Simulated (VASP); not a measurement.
Output of a VASP run:

File OSZICAR:
```
       N       E                     dE             d eps       ncg     rms          rms(c)
DAV:   1     0.153140819446E+03    0.15314E+03   -0.97368E+03   812   0.147E+03
DAV:   2     0.214332786747E+01   -0.15100E+03   -0.14787E+03   884   0.345E+02
DAV:   3    -0.957575066183E+01   -0.11719E+02   -0.11666E+02  1082   0.101E+02
DAV:   4    -0.983956228208E+01   -0.26381E+00   -0.26368E+00   920   0.182E+01
DAV:   5    -0.985037056692E+01   -0.10808E-01   -0.10808E-01  1170   0.342E+00    0.449E+00
DAV:   6    -0.946068967183E+01    0.38968E+00   -0.11903E+00  1242   0.918E+00    0.304E+00
DAV:   7    -0.945760374094E+01    0.30859E-02   -0.11918E-01   900   0.205E+00    0.163E+00
DAV:   8    -0.945752451741E+01    0.79224E-04   -0.11836E-02   938   0.135E+00    0.145E-01
DAV:   9    -0.945724182633E+01    0.28269E-03   -0.23064E-03  1256   0.462E-01    0.756E-02
DAV:  10    -0.945731236337E+01   -0.70537E-04   -0.18485E-04   878   0.939E-02    0.333E-02
DAV:  11    -0.945731169359E+01    0.66978E-06   -0.23578E-05   996   0.602E-02    0.912E-03
DAV:  12    -0.945731181652E+01   -0.12293E-06   -0.16635E-06   766   0.188E-02
   1 F= -.94573118E+01 E0= -.94573065E+01  d E =-.945731E+01
```

**OUTCAR**
```
------------------------ aborting loop because EDIFF is reached ----------------------------------------
  FORCE on cell =-STRESS in cart. coord.  units (eV):
  Direction    XX          YY          ZZ          XY          YZ          ZX
  --------------------------------------------------------------------------------------
  Total        0.0146148      0.0146148      0.0146148      0.0000000      0.0000000     -0.0000000
  in kB        0.4561544      0.4561544      0.4561544      0.0000000      0.0000000     -0.0000000
  external PRESSURE =       0.4561544 kB  Pullay stress =       0.0000000 kB
  volume of cell :       51.33
      direct lattice vectors                 reciprocal lattice vectors
     0.000000000  2.949760519  2.949760519    -0.169505286  0.169505286  0.169505286
     2.949760519  0.000000000  2.949760519     0.169505286 -0.169505286  0.169505286
     2.949760519  2.949760519  0.000000000     0.169505286  0.169505286 -0.169505286
  FREE ENERGIE OF THE ION-ELECTRON SYSTEM (eV)
  ---------------------------------------------------
  free  energy   TOTEN  =        -9.4573118165 eV

  energy  without entropy=       -9.4573010966  energy(sigma->0) =       -9.45730646

 reached required accuracy - stopping structural energy minimisation
```
(Selected blocks of OUTCAR.)

**POSCAR**
```
PbS
1
   -0.0000000000     2.9497605190     2.9497605190
    2.9497605190     0.0000000000     2.9497605190
    2.9497605190     2.9497605190    -0.0000000000
Pb S
1 1
Direct
  0.0000000000   0.0000000000   0.0000000000
  0.5000000000   0.5000000000   0.5000000000
```

Question: Write an INCAR and KPOINTS that could have produced this output.

Answer: One answer among several that fit: the input of the run itself, PBEsol GGA, plane waves, VASP's PBE PAW potentials (set 64).

File KPOINTS:
```
Automatic mesh
0
Gamma
8 8 8
0 0 0
```

**INCAR**
```
! general
SYSTEM =PbS
PREC   =Accurate
ENCUT  =500
LREAL  =.FALSE.
LASPH  =.TRUE.

! electronic loop
EDIFF  =1E-6
NELM   =100
ALGO   =Normal
LMAXMIX=4

! smearing
ISMEAR =0
SIGMA  =0.05

! functional
GGA    =PS

! ions
IBRION =2
NSW    =40
ISIF   =3
EDIFFG =-0.02

! output
LWAVE  =.FALSE.
LCHARG =.FALSE.
```

POTCAR, in this order: Pb_d S (PBE.64 set). Program: vasp_std.

The structure was generated: PbS was put into the rock salt type (Fm-3m), which need not be its known phase. It was relaxed first, which changed the volume by +29 %.
